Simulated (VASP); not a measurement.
Method: r2SCAN meta-GGA, VASP's PBE PAW potentials (set 64) (plane waves; VASP).

A VASP calculation is set up with these files.

INCAR:
```
# general
SYSTEM  = Ge2W
PREC    = Accurate
ENCUT   = 400   # plane-wave cut-off (eV)
LREAL   = .FALSE.   # projection in real space or not
LASPH   = .TRUE.   # aspherical one-centre terms

# electronic loop
EDIFF   = 1E-7   # SCF stop (eV)
NELM    = 100   # most electronic steps
ALGO    = Normal   # blocked Davidson
LMAXMIX = 6
LMIXTAU = .TRUE.

# smearing
ISMEAR  = -5

# functional
METAGGA = R2SCAN

# ions
ISIF    = 2   # forces and stress, cell fixed

# output
LWAVE   = .FALSE.
LCHARG  = .FALSE.
LORBIT  = 11
NEDOS   = 601   # DOS grid

# other
LEFG    = .TRUE.
```

### POSCAR
```
Ge2W
1
   -1.6611389077     1.6611389077     4.0877155493
    1.6611389077    -1.6611389077     4.0877155493
    1.6611389077     1.6611389077    -4.0877155493
W Ge
1 2
Direct
  0.0000000000   0.0000000000   0.0000000000
  0.3375001326   0.3375001326   0.0000000000
  0.6624998674   0.6624998674   0.0000000000
```

KPOINTS:
```
Automatic mesh
0
Gamma
14 14 14
0 0 0
```

KPOINTS_OPT:
```
k-points along high-symmetry lines
6
Line-mode
Reciprocal
  0.000000   0.000000   0.000000 ! GAMMA
  0.000000   0.000000   0.500000 ! X

  0.000000   0.000000   0.500000 ! X
  0.250000   0.250000   0.250000 ! P

  0.250000   0.250000   0.250000 ! P
  0.000000   0.500000   0.000000 ! N

  0.000000   0.500000   0.000000 ! N
  0.000000   0.000000   0.000000 ! GAMMA

  0.000000   0.000000   0.000000 ! GAMMA
  0.500000   0.500000  -0.500000 ! M

  0.500000   0.500000  -0.500000 ! M
  0.291733   0.708267  -0.291733 ! S

 -0.291733   0.291733   0.291733 ! S_0
  0.000000   0.000000   0.000000 ! GAMMA

  0.000000   0.000000   0.500000 ! X
 -0.083466   0.083466   0.500000 ! R

  0.500000   0.500000  -0.083466 ! G
  0.500000   0.500000  -0.500000 ! M
```

POTCAR, in this order: W_sv Ge_d (PBE.64 set). Program: vasp_std.

The run wrote:

OUTCAR:
```
 ion  position               nearest neighbor table
   1  0.000  0.000  0.000-   3 2.70   2 2.70   3 2.70   2 2.70   3 2.70   2 2.70   2 2.70   3 2.70
                             2 2.76   3 2.76
   2  0.338  0.338  0.000-   3 2.66   1 2.70   1 2.70   1 2.70   1 2.70   3 2.75   3 2.75   3 2.75
                             3 2.75   1 2.76
   3  0.662  0.662  0.000-   2 2.66   1 2.70   1 2.70   1 2.70   1 2.70   2 2.75   2 2.75   2 2.75
                             2 2.75   1 2.76
  LATTYP: Found a body centered tetragonal cell.
 ALAT       =     3.3222778154
 C/A-ratio  =     2.4607909250
 Subroutine PRICEL returns:
 Original cell was already a primitive cell.
 Subroutine GETGRP returns: Found 16 space group operations
The static configuration has the point symmetry D_4h.
The dynamic configuration has the point symmetry D_4h.
 Subroutine INISYM returns: Found 16 space group operations
 Subroutine IBZKPT returns following result:
 Found    244 irreducible k-points:

 Following reciprocal coordinates:
            Coordinates               Weight
  0.000000  0.000000  0.000000      1.000000
  0.071429  0.000000  0.000000      8.000000
  0.142857  0.000000  0.000000      8.000000
  0.214286  0.000000 -0.000000      8.000000
...
```

OSZICAR:
```
       N       E                     dE             d eps       ncg     rms          rms(c)
DAV:   1     0.233482379329E+03    0.23348E+03   -0.19250E+04 14326   0.390E+03
DAV:   2    -0.500024844238E+02   -0.28348E+03   -0.28040E+03 12328   0.624E+02
DAV:   3    -0.845903101483E+02   -0.34588E+02   -0.34277E+02 14462   0.167E+02
DAV:   4    -0.856092167638E+02   -0.10189E+01   -0.10128E+01 14403   0.307E+01
DAV:   5    -0.856249167976E+02   -0.15700E-01   -0.15720E-01 15374   0.426E+00    0.214E+01
DAV:   6    -0.789379367243E+02    0.66870E+01   -0.48254E+00 12953   0.201E+01    0.450E+00
DAV:   7    -0.782727874900E+02    0.66515E+00   -0.67190E-01 13967   0.517E+00    0.262E+00
DAV:   8    -0.786977409477E+02   -0.42495E+00   -0.37054E-01 12480   0.369E+00    0.108E+00
DAV:   9    -0.787219561965E+02   -0.24215E-01   -0.32746E-02 13856   0.127E+00    0.327E-01
DAV:  10    -0.787065027069E+02    0.15453E-01   -0.22806E-02 12913   0.930E-01    0.938E-02
DAV:  11    -0.787248228719E+02   -0.18320E-01   -0.10320E-02 12561   0.602E-01    0.595E-02
DAV:  12    -0.787247841703E+02    0.38702E-04   -0.45645E-04 15201   0.152E-01    0.236E-02
DAV:  13    -0.787249703265E+02   -0.18616E-03   -0.19562E-04 13508   0.997E-02    0.568E-03
DAV:  14    -0.787249725626E+02   -0.22360E-05   -0.14290E-05 14004   0.284E-02    0.221E-03
DAV:  15    -0.787249789497E+02   -0.63871E-05   -0.52741E-06 12610   0.161E-02    0.987E-04
DAV:  16    -0.787249763440E+02    0.26057E-05   -0.93122E-07 12933   0.832E-03    0.686E-04
DAV:  17    -0.787249784627E+02   -0.21187E-05   -0.19789E-07  9609   0.399E-03    0.155E-04
DAV:  18    -0.787249778645E+02    0.59825E-06   -0.48210E-08  6467   0.207E-03    0.185E-04
DAV:  19    -0.787249781149E+02   -0.25043E-06   -0.51756E-09  6346   0.846E-04    0.870E-05
DAV:  20    -0.787249779730E+02    0.14191E-06   -0.12780E-09  6301   0.514E-04    0.311E-05
DAV:  21    -0.787249779906E+02   -0.17668E-07   -0.35246E-10  6295   0.236E-04
   1 F= -.78724978E+02 E0= -.78724978E+02  d E =0.000000E+00
       N       E                     dE             ncg
```

File OUTCAR:
```
------------------------ aborting loop because EDIFF is reached ----------------------------------------
  FORCE on cell =-STRESS in cart. coord.  units (eV):
  Direction    XX          YY          ZZ          XY          YZ          ZX
  --------------------------------------------------------------------------------------
  Total        0.0317106      0.0317106     -0.0744544      0.0000000      0.0000000      0.0000000
  in kB        1.1260637      1.1260637     -2.6439202      0.0000000      0.0000000      0.0000000
  external PRESSURE =      -0.1305976 kB  Pullay stress =       0.0000000 kB
  volume of cell :       45.12
      direct lattice vectors                 reciprocal lattice vectors
    -1.661138908  1.661138908  4.087715549     0.000000000  0.300998308  0.122317709
     1.661138908 -1.661138908  4.087715549     0.300998308  0.000000000  0.122317709
     1.661138908  1.661138908 -4.087715549     0.300998308  0.300998308  0.000000000
 POSITION                                       TOTAL-FORCE (eV/Angst)
 -----------------------------------------------------------------------------------
      0.00000      0.00000      0.00000         0.000000      0.000000     -0.000000
      0.00000      0.00000      2.75921         0.000000      0.000000      0.047103
      0.00000      0.00000      5.41622        -0.000000     -0.000000     -0.047103
 -----------------------------------------------------------------------------------
    total drift:                               -0.000000      0.000000     -0.000000
  FREE ENERGIE OF THE ION-ELECTRON SYSTEM (eV)
  ---------------------------------------------------
  free  energy   TOTEN  =       -78.7249779906 eV

  energy  without entropy=      -78.7249779906  energy(sigma->0) =      -78.72497799

 total charge

# of ion       s       p       d       tot
------------------------------------------
    1        2.284   6.248   3.492  12.024
    2        1.097   1.260  10.113  12.471
    3        1.097   1.260  10.113  12.471
--------------------------------------------------
tot          4.478   8.768  23.718  36.965

 Electric field gradients after diagonalization (V/A^2)
 (convention: |V_zz| > |V_xx| > |V_yy|)
----------------------------------------------------------------------
 ion       V_xx      V_yy      V_zz     asymmetry (V_yy - V_xx)/ V_zz
----------------------------------------------------------------------
   1      27.030    27.028   -54.059       0.000
   2       2.071     2.061    -4.132       0.002
   3       2.071     2.061    -4.132       0.002
```
(Selected blocks of OUTCAR.)

For a metal the tetrahedron method with Blöchl corrections gives inexact stress and forces.

The structure was generated: Ge2W was put into the MoSi2 type (I4/mmm), which need not be its known phase. It was relaxed first.
